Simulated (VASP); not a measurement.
Given:

```
CELL_PARAMETERS angstrom
      0.00000     2.32226     2.32226
      2.32226     0.00000     2.32226
      2.32226     2.32226     0.00000
ATOMIC_POSITIONS crystal
  Zr 0.00000 0.00000 0.00000
  H  0.75000 0.75000 0.75000
  H  0.25000 0.25000 0.25000
```

All values below come from r2SCAN meta-GGA, VASP's PBE PAW potentials (set 64) (plane waves; VASP). Numerical set-up: 480 eV cut-off, 10×10×10 Γ-centred mesh, first-order Methfessel-Paxton smearing of 0.10 eV, potentials Zr_sv H.

### Question
Predict the energy per atom (σ→0), pressure, band gap (on the k-mesh) with the smallest direct gap where there is one.

### Answer

The band gap (on the k-mesh) comes out as none (metal, semimetal or under 0.01 eV). The energy per atom (σ→0) is -10.473 eV/atom. The pressure is 164.0 kbar.

The structure comes from a computed database's ZrH2 entry (Fm-3m); how it stands against other phases isn't given here. This cell was strained or had an atom moved on purpose.
